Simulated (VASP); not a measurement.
Input:

```
AuGa3
1.0
   -2.07593     2.07593     3.98677
    2.07593    -2.07593     3.98677
    2.07593     2.07593    -3.98677
Ga Au
3 1
Direct
  0.75000   0.25000   0.50000
  0.25000   0.75000   0.50000
  0.50000   0.50000   0.00000
  0.00000   0.00000   0.00000
```

Level of theory: PBEsol GGA, VASP's PBE PAW potentials (set 64) (plane waves; VASP 6.6.1). Run with 400 eV cut-off, 12×12×12 Γ-centred mesh, tetrahedra with Blöchl corrections, potentials Ga_d Au.

Unless said otherwise, spin-orbit coupling is left out, though it shifts the bands of the heavy elements here.

### Question
Tabulate the total density of states (states/eV per cell) against energy (eV; zero at the valence-band maximum or, without a gap, the Fermi level).

### Answer

(E (eV), DOS (states/eV)): (-9.98, 0.56); (-9.86, 0.59); (-9.62, 0.64); (-9.50, 0.67); (-9.26, 0.75); (-9.14, 0.80); (-8.90, 0.89); (-8.78, 0.85); (-8.66, 0.83); (-8.42, 0.81); (-8.30, 0.90); (-8.06, 1.14); (-7.94, 1.30); (-7.82, 1.28); (-7.58, 1.05); (-7.46, 1.12); (-7.22, 1.22); (-7.10, 1.32); (-6.86, 1.60); (-6.74, 1.92); (-6.62, 1.86); (-6.38, 1.82); (-6.26, 1.74); (-6.02, 1.85); (-5.90, 2.03); (-5.78, 1.93); (-5.54, 2.04); (-5.42, 3.78); (-5.18, 5.51); (-5.06, 6.19); (-4.82, 13.7); (-4.70, 3.52); (-4.58, 1.84); (-4.34, 3.94); (-4.22, 3.47); (-3.98, 2.15); (-3.86, 2.08); (-3.74, 2.03); (-3.50, 1.94); (-3.38, 2.05); (-3.14, 1.87); (-3.02, 1.74); (-2.78, 1.56); (-2.66, 1.48); (-2.54, 1.37); (-2.30, 1.16); (-2.18, 1.15); (-1.94, 1.40); (-1.82, 1.39); (-1.70, 1.42); (-1.46, 1.49); (-1.34, 2.07); (-1.10, 1.37); (-0.98, 1.31); (-0.74, 1.30); (-0.62, 1.34); (-0.50, 1.52); (-0.26, 1.69); (-0.14, 1.69); (0.10, 1.73); (0.22, 1.72); (0.34, 1.71); (0.58, 1.55); (0.70, 1.43); (0.94, 1.46); (1.06, 1.38); (1.30, 1.30); (1.42, 1.27); (1.54, 1.27); (1.78, 1.37); (1.90, 1.42); (2.14, 1.81); (2.26, 1.80); (2.38, 1.68); (2.62, 1.40); (2.74, 1.44); (2.98, 1.53); (3.10, 1.64); (3.34, 1.85); (3.46, 1.87)
Within 2 eV below the Fermi level the largest weight inside VASP's projection spheres is Ga s, then Ga p.

The structure comes from a computed database's Ga3Au entry (I4/mmm); how it stands against other phases isn't given here. It was relaxed first, which changed the volume by -7 %.
